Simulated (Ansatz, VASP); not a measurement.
## Ge (amorphous Ge): VASP beside Ansatz

Wanted: the spread between two codes on one cell, functional and k mesh. The cell is taken from a series of runs on this material, whose earlier steps may have relaxed, scaled, displaced or heated it; both programs get it as it stands.

Main program and level: Ansatz 0.2.0; plane waves, with VASP 6.6.1 beside it; single point at PBEsol.

## Step 1: The starting structure

The cell holds 61 atoms: 61 Ge. Its edges and angles: a = 11.099 Å, b = 11.099 Å, c = 11.099 Å, α = 90.0°, β = 90.0°, γ = 90.0°. As first built, before any earlier steps moved the atoms (in the runner's words): 61 atoms (61 Ge) placed at random at 5.38 g/cm^3, melted at 3500 K for 10 ps at fixed volume with the Tersoff potential (Tersoff, Phys. Rev. B 39, 5566 (1989)). Quenched from 3500 K to 100 K at 5 K/ps and fixed volume, held 5 ps, then minimised at fixed cell.

## Step 2: VASP: single point, PBEsol, pair 1

With cell and atoms fixed, the geometry can't cause a difference; cores, projectors, grids and the points listed under the comparison can.

Lines of VASP's logs that name or quote its potential files are left out, and so is its time.

The input, INCAR:

```
SYSTEM = Ge
PREC = Accurate
ENCUT = 500
EDIFF = 1E-06
NELM = 120
ISMEAR = 0
SIGMA = 0.025
LREAL = Auto
ALGO = Normal
GGA = PS
NBANDS = 496
LORBIT = 11
LWAVE = .FALSE.
LCHARG = .FALSE.
ISIF = 2
LASPH = .TRUE.
GGA_COMPAT = .FALSE.
NCORE = 2
```

The input, POSCAR:

```
Ge
1.0
   11.0988000000      0.0000000000      0.0000000000
    0.0000000000     11.0988000000      0.0000000000
    0.0000000000      0.0000000000     11.0988000000
Ge
61
Direct
    0.0529900000      0.7577500000      0.1460800000
    0.4247600000      0.8465600000      0.5936400000
    0.5205300000      0.4038300000      0.9632200000
    0.3418000000      0.1917400000      0.7133100000
    0.4479400000      0.1201500000      0.1598100000
    0.9145000000      0.9145900000      0.2094300000
    0.5689700000      0.7950900000      0.2680600000
    0.8343500000      0.6777000000      0.4720300000
    0.6355600000      0.2769800000      0.3388000000
    0.5313600000      0.6722800000      0.6875600000
    0.4244600000      0.9839800000      0.7625700000
    0.9015100000      0.8845600000      0.4265400000
    0.4825600000      0.4837800000      0.6034200000
    0.7107800000      0.8704400000      0.1150200000
    0.6242500000      0.0528800000      0.8239300000
    0.5526900000      0.4651000000      0.3980600000
    0.9639400000      0.3070500000      0.4778200000
    0.3767200000      0.3258600000      0.1182900000
    0.3417000000      0.6836000000      0.9844000000
    0.7461100000      0.7034300000      0.6704500000
    0.0639500000      0.4182000000      0.0510100000
    0.5062700000      0.3299300000      0.7544100000
    0.1838900000      0.2394900000      0.0571000000
    0.2322700000      0.8106600000      0.2699200000
    0.0785800000      0.8107100000      0.9246300000
    0.0476600000      0.0809400000      0.7248400000
    0.4741900000      0.1324400000      0.3730500000
    0.7655900000      0.2133400000      0.5022400000
    0.1387200000      0.6237400000      0.5644800000
    0.7447300000      0.9944600000      0.5224900000
    0.6812000000      0.6220700000      0.3312400000
    0.0838800000      0.0937300000      0.1941300000
    0.3853700000      0.6800100000      0.2014100000
    0.8478800000      0.3646100000      0.8064200000
    0.9903500000      0.5257200000      0.4260500000
    0.2842900000      0.9024300000      0.9291900000
    0.3626200000      0.4770100000      0.2869100000
    0.2116800000      0.3808600000      0.7225100000
    0.0768100000      0.9731300000      0.5296500000
    0.8522800000      0.5869000000      0.8175000000
    0.6939800000      0.2387600000      0.7134600000
    0.5325300000      0.6221000000      0.9056700000
    0.6849200000      0.3219900000      0.1120400000
    0.9341900000      0.9636800000      0.8639100000
    0.9867700000      0.5559700000      0.2024000000
    0.1084000000      0.1542200000      0.4076400000
    0.0147900000      0.2935800000      0.6880800000
    0.7298600000      0.6768300000      0.9907200000
    0.8868900000      0.0806300000      0.0445100000
    0.6481600000      0.0814600000      0.0446400000
    0.1959200000      0.5208200000      0.9022900000
    0.2751500000      0.9849800000      0.1382500000
    0.3037700000      0.2202300000      0.4871600000
    0.7719300000      0.5357700000      0.1540400000
    0.2053900000      0.1143000000      0.8749600000
    0.8817000000      0.2999400000      0.0078700000
    0.2255300000      0.8141300000      0.4954200000
    0.5497700000      0.9363700000      0.4384500000
    0.0623000000      0.6435600000      0.7817700000
    0.2824000000      0.4538900000      0.5128000000
    0.7656000000      0.9151400000      0.7310000000
```

The input, KPOINTS:

```
Automatic mesh
0
Gamma
1 1 1
0 0 0
```

PAW data sets: Ge_d (PBE family, release 64).

On the command line:

```bash
$ mpirun -np 8 vasp_gam
```

Numbers of over 12 decimals in the logs are rounded to 6 here.

The program printed:

```text
[banner, memory and clock lines left out]
running    8 mpi-ranks, on    1 nodes
[...]
|                                                                             |
|               ----> ADVICE to this user running VASP <----                  |
|                                                                             |
|     You enforced a specific xc type in the INCAR file but a different       |
|     [... a line on the potential file left out ...]
|     I HOPE YOU KNOW WHAT YOU ARE DOING!                                     |
|                                                                             |

 LDA part: xc-table for (Slater+PW92), standard interpolation
 POSCAR, INCAR and KPOINTS ok, starting setup
[...]
entering main loop
       N       E                     dE             d eps       ncg     rms          rms(c)
DAV:   1     0.179241945062E+05    0.17924E+05   -0.33281E+05  1040   0.540E+03
DAV:   2     0.434415028751E+04   -0.13580E+05   -0.13007E+05   992   0.125E+03
DAV:   3     0.636599430765E+03   -0.37076E+04   -0.35720E+04   992   0.335E+02
DAV:   4    -0.194198183883E+03   -0.83080E+03   -0.76160E+03  1096   0.146E+02
[...]
DAV:  19    -0.286022277129E+03   -0.86683E-06   -0.11489E-05  1112   0.201E-02    0.109E-03
DAV:  20    -0.286022278300E+03   -0.11704E-05   -0.12192E-05   848   0.123E-02    0.165E-03
DAV:  21    -0.286022278208E+03    0.91677E-07   -0.49933E-07   544   0.106E-02
   1 F= -.28602228E+03 E0= -.28601645E+03  d E =-.116587E-01
```

Parts of OUTCAR (step 2):

```text
  Total       37.5816495     19.2999971      1.8172101     -6.8731213     -2.2808971      2.5626817
  in kB       44.0411189     22.6172474      2.1295490     -8.0544616     -2.6729338      3.0031510
  external PRESSURE =      22.9293051 kB  Pullay stress =       0.0000000 kB

 POSITION                                       TOTAL-FORCE (eV/Angst)
 -----------------------------------------------------------------------------------
      0.58813      8.41012      1.62131         0.186751      0.240335     -0.103394
      4.71433      9.39580      6.58869        -0.016194     -0.359256      0.089933
      5.77726      4.48203     10.69059         0.295088     -0.012856      0.062862
      3.79357      2.12808      7.91689        -0.048522     -0.226385     -0.166694
      4.97160      1.33352      1.77370         0.417992      0.319673     -0.413201
     10.14985     10.15085      2.32442        -0.082324     -0.266717     -0.327965
      6.31488      8.82454      2.97514        -0.233735     -0.217217     -0.199555
      9.26028      7.52166      5.23897         0.146801     -0.006652     -0.163538
      7.05395      3.07415      3.76027         0.057029     -0.176856     -0.493476
      5.89746      7.46150      7.63109         0.111639      0.196230     -0.051184
      4.71100     10.92100      8.46361        -0.355072      0.242373      0.066734
     10.00568      9.81755      4.73408         0.334458     -0.444006      0.014448
      5.35584      5.36938      6.69724        -0.451604     -0.341218     -0.557406
      7.88881      9.66084      1.27658        -0.170527      0.027309     -0.179206
[...]
-----------------------------------------------------------------------------------
    total drift:                                0.001004      0.004735     -0.000894

  FREE ENERGIE OF THE ION-ELECTRON SYSTEM (eV)
  ---------------------------------------------------
  free  energy   TOTEN  =      -286.0222782080 eV

  energy  without entropy=     -286.0106195509  energy(sigma->0) =     -286.01644888

[... 3 further parts left out ...]
[key lines of the parts left out:]
E-fermi :   4.7083
```

The gap is under twice the smearing width, so the edge states are partly filled and the run can't tell a small gap from a semimetal.

## Step 3: Ansatz: single point, PBEsol, pair 1

Ansatz runs on its default PAW (the set named soft_2) files.

The same cell, functional, mesh and smearing now go to Ansatz, which takes its cutoff from its data sets.

The input, input.yaml:

```yaml
crystal:
  lattice:
    - [11.0988, 0.0, 0.0]
    - [0.0, 11.0988, 0.0]
    - [0.0, 0.0, 11.0988]
  atoms:
    - { symbol: Ge, position: [0.05299, 0.75775, 0.14608] }
    - { symbol: Ge, position: [0.42476, 0.84656, 0.59364] }
    - { symbol: Ge, position: [0.52053, 0.40383, 0.96322] }
    - { symbol: Ge, position: [0.3418, 0.19174, 0.71331] }
    - { symbol: Ge, position: [0.44794, 0.12015, 0.15981] }
    - { symbol: Ge, position: [0.9145, 0.91459, 0.20943] }
    - { symbol: Ge, position: [0.56897, 0.79509, 0.26806] }
    - { symbol: Ge, position: [0.83435, 0.6777, 0.47203] }
    - { symbol: Ge, position: [0.63556, 0.27698, 0.3388] }
    - { symbol: Ge, position: [0.53136, 0.67228, 0.68756] }
    - { symbol: Ge, position: [0.42446, 0.98398, 0.76257] }
    - { symbol: Ge, position: [0.90151, 0.88456, 0.42654] }
    - { symbol: Ge, position: [0.48256, 0.48378, 0.60342] }
    - { symbol: Ge, position: [0.71078, 0.87044, 0.11502] }
    - { symbol: Ge, position: [0.62425, 0.05288, 0.82393] }
    - { symbol: Ge, position: [0.55269, 0.4651, 0.39806] }
    - { symbol: Ge, position: [0.96394, 0.30705, 0.47782] }
    - { symbol: Ge, position: [0.37672, 0.32586, 0.11829] }
    - { symbol: Ge, position: [0.3417, 0.6836, 0.9844] }
    - { symbol: Ge, position: [0.74611, 0.70343, 0.67045] }
    - { symbol: Ge, position: [0.06395, 0.4182, 0.05101] }
    - { symbol: Ge, position: [0.50627, 0.32993, 0.75441] }
    - { symbol: Ge, position: [0.18389, 0.23949, 0.0571] }
    - { symbol: Ge, position: [0.23227, 0.81066, 0.26992] }
    - { symbol: Ge, position: [0.07858, 0.81071, 0.92463] }
    - { symbol: Ge, position: [0.04766, 0.08094, 0.72484] }
    - { symbol: Ge, position: [0.47419, 0.13244, 0.37305] }
    - { symbol: Ge, position: [0.76559, 0.21334, 0.50224] }
    - { symbol: Ge, position: [0.13872, 0.62374, 0.56448] }
    - { symbol: Ge, position: [0.74473, 0.99446, 0.52249] }
    - { symbol: Ge, position: [0.6812, 0.62207, 0.33124] }
    - { symbol: Ge, position: [0.08388, 0.09373, 0.19413] }
    - { symbol: Ge, position: [0.38537, 0.68001, 0.20141] }
    - { symbol: Ge, position: [0.84788, 0.36461, 0.80642] }
    - { symbol: Ge, position: [0.99035, 0.52572, 0.42605] }
    - { symbol: Ge, position: [0.28429, 0.90243, 0.92919] }
    - { symbol: Ge, position: [0.36262, 0.47701, 0.28691] }
    - { symbol: Ge, position: [0.21168, 0.38086, 0.72251] }
    - { symbol: Ge, position: [0.07681, 0.97313, 0.52965] }
    - { symbol: Ge, position: [0.85228, 0.5869, 0.8175] }
    - { symbol: Ge, position: [0.69398, 0.23876, 0.71346] }
    - { symbol: Ge, position: [0.53253, 0.6221, 0.90567] }
    - { symbol: Ge, position: [0.68492, 0.32199, 0.11204] }
    - { symbol: Ge, position: [0.93419, 0.96368, 0.86391] }
    - { symbol: Ge, position: [0.98677, 0.55597, 0.2024] }
    - { symbol: Ge, position: [0.1084, 0.15422, 0.40764] }
    - { symbol: Ge, position: [0.01479, 0.29358, 0.68808] }
    - { symbol: Ge, position: [0.72986, 0.67683, 0.99072] }
    - { symbol: Ge, position: [0.88689, 0.08063, 0.04451] }
    - { symbol: Ge, position: [0.64816, 0.08146, 0.04464] }
    - { symbol: Ge, position: [0.19592, 0.52082, 0.90229] }
    - { symbol: Ge, position: [0.27515, 0.98498, 0.13825] }
    - { symbol: Ge, position: [0.30377, 0.22023, 0.48716] }
    - { symbol: Ge, position: [0.77193, 0.53577, 0.15404] }
    - { symbol: Ge, position: [0.20539, 0.1143, 0.87496] }
    - { symbol: Ge, position: [0.8817, 0.29994, 0.00787] }
    - { symbol: Ge, position: [0.22553, 0.81413, 0.49542] }
    - { symbol: Ge, position: [0.54977, 0.93637, 0.43845] }
    - { symbol: Ge, position: [0.0623, 0.64356, 0.78177] }
    - { symbol: Ge, position: [0.2824, 0.45389, 0.5128] }
    - { symbol: Ge, position: [0.7656, 0.91514, 0.731] }
kpoints:
  mp_grid: { grid: [1, 1, 1] }
hamiltonian:
  xc: pbesol
scf:
  occupations: { method: gaussian, width: 0.025 }
output:
  forces: true
  stress: true
  populations: true
  dos:
    method: { smearing: { sigma: 0.1 } }
    de: 0.1
    projected: { site_lists: { Ge: [Ge] } }
  eigenvalues: true
  write_density: true
  write_potential: true
  volumetric_format: npy
```

On the command line:

```bash
$ ansatz run input.yaml --threads 8 --pin off --max-ram 15872MiB --backend cpu --events-out ev --progress --plain --runs-dir out
```

The program printed:

```text
Engine: ansatz 0.2.0, x86_64-unknown-linux-gnu
Pseudopotentials: kind: paw
Pseudopotential: Ge, paw, valence charge 14, recommended cutoff 420 eV (normal), Ge.paw.azcp
Functional definition: PBEsol
  exchange = pbesol_x
  correlation = pbesol_c
Crystal: 61 atoms, lattice volume = 1367.187 Å³
Basis set: ecut = 420 eV, 26745 PW (Γ), exchange–correlation on 150×150×150 points (8 copies of the dense FFT grid, shifted against one another)
Bands: 513, of which v1, the nominal top of the filled ones, is band 427 counted from 1 (426 counted from 0)
Symmetry: 1 space group operations
Space group: P1 (ITA 1), of the structure as read, at distance tolerance 1.1e-4 Å
k-points: 1
Non-local potential: Ge, projectors of the file, l = 0: 2, l = 1: 2, l = 2: 3, l = 3: 1
PAW form: soft (Blöchl's): semilocal exchange-correlation on the pseudo side does not see the compensation charge
PAW frozen core: Ge, regenerated for the run's functional, and the local potential with it (the file was generated under x = pbe(κ = 0.804, μ = 0.219515), c = pbe(β = 0.066725))
PAW one-centre angular grid: Ge, 590 points (default); XC on 64 Gauss nodes
Initial density: superposition of atomic densities (neutral atoms: chi_scale 0, normalization atom), corrected by the library's trained network
Initial wavefunctions: pseudopotential atomic-orbital guess
Functional: x = pbesol(κ = 0.804, μ = 0.123457), c = pbesol(β = 0.046)
SCF iter   1: F=—  HF=-259448.390489 eV  |F-HF|=—  |Δ(HF+E_count)|=         —  Δρ=4.35e-3  dr2=6.49e-1  ethr=1.77e-3  ⟨swp⟩=6.0  Hψ=1818  notcnv=0
preconditioner: auto → Resta (q_TF=auto, 2.522 Å⁻¹)  ε∞=2.7  [insulator: Δε(μ)=0.106 eV  Ē_g=22.217 eV  σ=0.025 eV  W_gap=1.00  n_scr=364 (ndim 8)  ℏωp=29.3 eV  f_vac=0.074  D(μ)=1.03/eV (n_scr^D=0)  ε∞_Penn≈2.7]
SCF iter   2: F=—  HF=-259448.224394 eV  |F-HF|=—  |Δ(HF+E_count)|=   1.66e-1  Δρ=2.32e-3  dr2=2.30e-1  ethr=7.60e-5  ⟨swp⟩=2.0  Hψ=610  notcnv=0  defer=81
preconditioner: auto → LDOS  [insulator: Δε(μ)=0.034 eV  Ē_g=22.242 eV  σ=0.025 eV  W_gap=0.66  n_scr=364 (ndim 8)  ℏωp=29.3 eV  f_vac=0.073  D(μ)=56.87/eV (n_scr^D=460)  ε∞_Penn≈2.7  β→1.0]
SCF iter   3: F=—  HF=-259448.197076 eV  |F-HF|=—  |Δ(HF+E_count)|=   2.73e-2  Δρ=8.90e-4  dr2=1.98e-2  ethr=2.70e-5  ⟨swp⟩=2.0  Hψ=554  notcnv=0  defer=81
SCF iter   4: F=—  HF=-259448.194674 eV  |F-HF|=—  |Δ(HF+E_count)|=   2.40e-3  Δρ=4.38e-4  dr2=8.68e-3  ethr=2.32e-6  ⟨swp⟩=2.0  Hψ=845  notcnv=0  defer=81
SCF iter   5: F=—  HF=-259448.193574 eV  |F-HF|=—  |Δ(HF+E_count)|=   1.10e-3  Δρ=1.72e-4  dr2=1.08e-3  ethr=1.02e-6  ⟨swp⟩=2.0  Hψ=783  notcnv=0  defer=81
SCF iter   6: F=—  HF=-259448.193375 eV  |F-HF|=—  |Δ(HF+E_count)|=   1.99e-4  Δρ=7.66e-5  dr2=1.98e-4  ethr=1.27e-7  ⟨swp⟩=2.0  Hψ=694  notcnv=0  defer=81
SCF iter   7: F=—  HF=-259448.193319 eV  |F-HF|=—  |Δ(HF+E_count)|=   5.67e-5  Δρ=3.56e-5  dr2=5.14e-5  ethr=2.32e-8  ⟨swp⟩=2.0  Hψ=694  notcnv=0  defer=81
SCF iter   8: F=—  HF=-259448.192419 eV  |F-HF|=—  |Δ(HF+E_count)|=   9.00e-4  Δρ=1.85e-5  dr2=1.45e-5  ethr=6.02e-9  ⟨swp⟩=2.0  Hψ=774  notcnv=0  defer=81
SCF iter   9: F=—  HF=-259448.192417 eV  |F-HF|=—  |Δ(HF+E_count)|=   1.91e-6  Δρ=9.43e-6  dr2=4.26e-6  ethr=1.70e-9  ⟨swp⟩=2.0  Hψ=530  notcnv=0  defer=81
SCF iter  10: F=—  HF=-259448.192416 eV  |F-HF|=—  |Δ(HF+E_count)|=   5.70e-7  Δρ=4.71e-6  dr2=8.77e-7  ethr=4.99e-10  ⟨swp⟩=2.0  Hψ=531  notcnv=0  defer=81
SCF iter  11: F=—  HF=-259448.192416 eV  |F-HF|=—  |Δ(HF+E_count)|=   1.02e-7  Δρ=2.33e-6  dr2=2.81e-7  ethr=1.03e-10  ⟨swp⟩=2.0  Hψ=789  notcnv=0  defer=81
SCF iter  12: F=-259448.192416 eV  HF=-259448.192416 eV  |F-HF|=5.69e-8  |Δ(HF+E_count)|=   2.91e-8  Δρ=1.18e-6  dr2=6.67e-8  ethr=1.17e-11  ⟨swp⟩=12.0  Hψ=3550  notcnv=0
SCF 1 converged in 12 iterations: F = -259448.192416 eV  dr2 = 6.67e-8
  greatest PAW one-centre occupation: 0.998 electrons in one spin orbital (limit 2), on the Ge atom at site 54 (counted from 0), in its partial waves of l = 2
SCF converged after 12 iterations
Free energy (F): -259448.192416 eV
Harris-Foulkes:  -259448.192416 eV  (|F-HF|=5.69e-8)
Internal energy: -259448.180914 eV  (E = F + TS)
E sigma→0 (E₀):  -259448.186665 eV
Entropy (-TS):   -0.011502 eV (-0.189 meV/atom)
Fermi energy:    8.324392 eV
--- Per-component energies (eV) ---
  E_band       = -9122.868622
  E_kinetic    = 6817.288210
  E_local      = -152371.277924  (includes V_loc(G=0)·N_el)
  E_nonlocal   = 25604.218872
  E_hartree    = 66917.689631
  E_xc         = -4580.787639
  E_vxc        = -3957.303393  (∫ρ·V_xc dr)
  E_paw        = -120693.685983  (= ΣΔE_a)
  E_vpaw       = -19051.177440  (= ΣTr[D̂ρ^β])
  E_aug_tail   = 0.019348  (compensation charges beyond the density's cutoff)
  E_ewald      = -81197.639538
  E_core_change = 55.994110  (= ΣΔE_core)
  E_smearing   = -0.011502  (= −TS)
  E_closure    = -0.000000  (closes the sum)
  Σ components = -259448.192416   (vs F -259448.192416, Δ=0.00e0)
[...]
atom  27  Ge    -0.05424296    -0.24625041     0.03368646
  atom  28  Ge    -0.17161043    -0.17733793     0.26702331
  atom  29  Ge    -0.11622807    -0.17814207    -0.12890056
  atom  30  Ge    -0.03585400     0.35557317     0.28891396
  atom  31  Ge     0.01061111     0.27022436    -0.00947590
  atom  32  Ge     0.33739193     0.18460661     0.06749072
  atom  33  Ge     0.55633190    -0.67270386    -0.24427930
  atom  34  Ge    -0.06070938    -0.16006110     0.13197681
  atom  35  Ge    -0.37370145     0.07290753    -0.18460349
  atom  36  Ge    -0.25616503    -0.06710536     0.25730071
  atom  37  Ge    -0.30974777     0.21941134     0.03823764
  atom  38  Ge    -0.03735535     0.17399320     0.15609699
  atom  39  Ge     0.11882496     0.41298659     0.24560557
  atom  40  Ge     0.06103038     0.27998608     0.31081232
  atom  41  Ge    -0.01662017    -0.31596779    -0.11171881
  atom  42  Ge     0.03657137    -0.07701794     0.12507147
  atom  43  Ge     0.70169960     1.24664303     0.20601475
  atom  44  Ge    -0.52807671    -0.50049085     0.00370388
  atom  45  Ge    -0.07819111    -0.16324571     0.35827446
  atom  46  Ge     0.08461114    -0.38693674    -0.32812126
  atom  47  Ge     0.12496507     0.15229909     0.20358370
  atom  48  Ge     0.45880371     0.13869114    -0.08551924
  atom  49  Ge    -0.23289371     0.57490137    -0.30368937
  atom  50  Ge    -0.12626465    -0.65192038    -0.05078270
[...]
atom  54  Ge    -0.47319734    -0.76528179     0.32158982
  atom  55  Ge     0.49253104     0.16596082    -0.20877026
  atom  56  Ge     0.05667330    -0.25108235     0.02428791
  atom  57  Ge     0.20134435    -0.17341000    -0.13093321
  atom  58  Ge    -0.01093954     0.24300034    -0.06626655
  atom  59  Ge    -0.24095997    -0.02870042    -0.34574262
  atom  60  Ge     0.44871176     0.03451447     0.38215886
  atom  61  Ge    -0.06417476    -0.27187663     0.00230789
  max |Σ_I F_I| component: 2.76e-5 eV/Å
--- Stress (GPa, compression-positive) ---
        4.530631      -0.802499       0.299244
       -0.802499       2.398518      -0.263465
        0.299244      -0.263465       0.354966
  P = ⅓ Tr σ = 2.4280 GPa (24.280 kbar)
--- Band table (eV) ---
  k-point 0: bands = [... 423 lower, 7.8669, 8.0451, 8.1363, 8.3007, 8.3481, 8.4948, 8.6586, 8.7411, ... 82 higher]
--- Löwdin populations: 61 sites ---
  site symbol       q [e]
     0     Ge     13.9656
     1     Ge     13.9764
     2     Ge     13.9931
     3     Ge     14.0608
     4     Ge     13.9521
     5     Ge     13.9600
     6     Ge     14.0257
     7     Ge     13.9830
     8     Ge     13.9826
     9     Ge     13.9847
    10     Ge     13.8978
    11     Ge     13.9850
    12     Ge     13.9871
    13     Ge     13.9169
    14     Ge     13.9482
    15     Ge     13.9615
    16     Ge     13.9945
    17     Ge     13.9749
    18     Ge     13.9789
    19     Ge     13.9748
    20     Ge     13.9937
    21     Ge     13.9598
    22     Ge     13.9576
    23     Ge     13.9950
[...]
53     Ge     14.0026
    54     Ge     13.9507
    55     Ge     13.9702
    56     Ge     13.9494
    57     Ge     13.9808
    58     Ge     13.9945
    59     Ge     14.0038
    60     Ge     13.9832
  spilling = 0.001634 (of n_electrons = 854.000000)
```

(Continued in part 2 of 2.)

[Lines on the potential files, build, host, timing and source positions are cut from VASP's logs without a mark.]

[Logs are printed without paths, hosts, clocks, repeated set-up lines and the standing remarks that a program may print on its own settings, such as how far it seeks lower states.]

[Hosts, paths, dates, database ids (printed as entryN), source tags and the programs' standing remarks are cut or masked in the printed files.]
